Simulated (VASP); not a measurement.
Calculation: r2SCAN meta-GGA, VASP's PBE PAW potentials (set 64) (plane waves; VASP 6.6.1).

VASP ran on this input.

POSCAR:
```
W
1
   -1.5863514525     1.5863514525     1.5863514525
    1.5863514525    -1.5863514525     1.5863514525
    1.5863514525     1.5863514525    -1.5863514525
W
1
Direct
  0.0000000000   0.0000000000   0.0000000000
```

**KPOINTS**
```
Automatic mesh
0
Gamma
16 16 16
0 0 0
```

INCAR:
```
! general
SYSTEM  = W
PREC    = Accurate
ENCUT   = 520
LREAL   = .FALSE.
LASPH   = .TRUE.

! electronic loop
EDIFF   = 1E-7
NELM    = 100
ALGO    = Normal
LMAXMIX = 6
LMIXTAU = .TRUE.

! smearing
ISMEAR  = 1
SIGMA   = 0.1

! functional
METAGGA = R2SCAN

! ions
ISIF    = 2

! output
LWAVE   = .FALSE.
LCHARG  = .FALSE.
```

POTCAR, in this order: W_sv (PBE.64 set). Program: vasp_std.

Output

OSZICAR:
```
       N       E                     dE             d eps       ncg     rms          rms(c)
DAV:   1     0.390408849093E+02    0.39041E+02   -0.81163E+03  3206   0.149E+03
DAV:   2    -0.539392805910E+02   -0.92980E+02   -0.89855E+02  3439   0.347E+02
DAV:   3    -0.556305222540E+02   -0.16912E+01   -0.16766E+01  3605   0.457E+01
DAV:   4    -0.556395388256E+02   -0.90166E-02   -0.90159E-02  3454   0.369E+00
DAV:   5    -0.556396159804E+02   -0.77155E-04   -0.77156E-04  3605   0.344E-01    0.224E+01
DAV:   6    -0.507627655349E+02    0.48769E+01   -0.23363E+00  3325   0.223E+01    0.450E+00
DAV:   7    -0.514876016835E+02   -0.72484E+00   -0.17355E-01  3220   0.545E+00    0.284E+00
DAV:   8    -0.508572721243E+02    0.63033E+00   -0.51083E-01  3253   0.959E+00    0.339E+00
DAV:   9    -0.512966363945E+02   -0.43936E+00   -0.11639E-01  3382   0.363E+00    0.158E+00
DAV:  10    -0.513522623304E+02   -0.55626E-01   -0.17615E-02  3199   0.173E+00    0.645E-01
DAV:  11    -0.513536222099E+02   -0.13599E-02   -0.33617E-03  3415   0.771E-01    0.122E-01
DAV:  12    -0.513538745587E+02   -0.25235E-03   -0.35530E-04  3271   0.273E-01    0.509E-02
DAV:  13    -0.513537728704E+02    0.10169E-03   -0.87556E-05  3295   0.139E-01    0.393E-02
DAV:  14    -0.513537669056E+02    0.59649E-05   -0.48828E-06  3553   0.300E-02    0.298E-02
DAV:  15    -0.513537519643E+02    0.14941E-04   -0.22112E-05  3379   0.659E-02    0.700E-03
DAV:  16    -0.513537544150E+02   -0.24507E-05   -0.31855E-06  3475   0.208E-02    0.219E-03
DAV:  17    -0.513537513916E+02    0.30234E-05   -0.24519E-07  3274   0.631E-03    0.966E-04
DAV:  18    -0.513537533391E+02   -0.19476E-05   -0.48293E-08  1661   0.319E-03    0.456E-04
DAV:  19    -0.513537524748E+02    0.86429E-06   -0.18248E-08  1619   0.205E-03    0.901E-05
DAV:  20    -0.513537526964E+02   -0.22156E-06   -0.12622E-09  1607   0.600E-04    0.745E-05
DAV:  21    -0.513537526458E+02    0.50579E-07   -0.10545E-10  1604   0.171E-04
   1 F= -.51353753E+02 E0= -.51353470E+02  d E =-.848225E-03
```

OUTCAR:
```
------------------------ aborting loop because EDIFF is reached ----------------------------------------
  FORCE on cell =-STRESS in cart. coord.  units (eV):
  Direction    XX          YY          ZZ          XY          YZ          ZX
  --------------------------------------------------------------------------------------
  Total        0.0035340      0.0035340      0.0035340     -0.0000000     -0.0000000      0.0000000
  in kB        0.3545817      0.3545817      0.3545817     -0.0000000     -0.0000000      0.0000000
  external PRESSURE =       0.3545817 kB  Pullay stress =       0.0000000 kB
  volume of cell :       15.97
      direct lattice vectors                 reciprocal lattice vectors
    -1.586351452  1.586351452  1.586351452     0.000000000  0.315188667  0.315188667
     1.586351452 -1.586351452  1.586351452     0.315188667  0.000000000  0.315188667
     1.586351452  1.586351452 -1.586351452     0.315188667  0.315188667  0.000000000
 POSITION                                       TOTAL-FORCE (eV/Angst)
 -----------------------------------------------------------------------------------
      0.00000      0.00000      0.00000        -0.000000      0.000000      0.000000
 -----------------------------------------------------------------------------------
    total drift:                                0.000000     -0.000000      0.000000
  FREE ENERGIE OF THE ION-ELECTRON SYSTEM (eV)
  ---------------------------------------------------
  free  energy   TOTEN  =       -51.3537526458 eV

  energy  without entropy=      -51.3529044212  energy(sigma->0) =      -51.35346990
```
(Selected blocks of OUTCAR.)

The compound is W in the bcc structure. It was relaxed first.
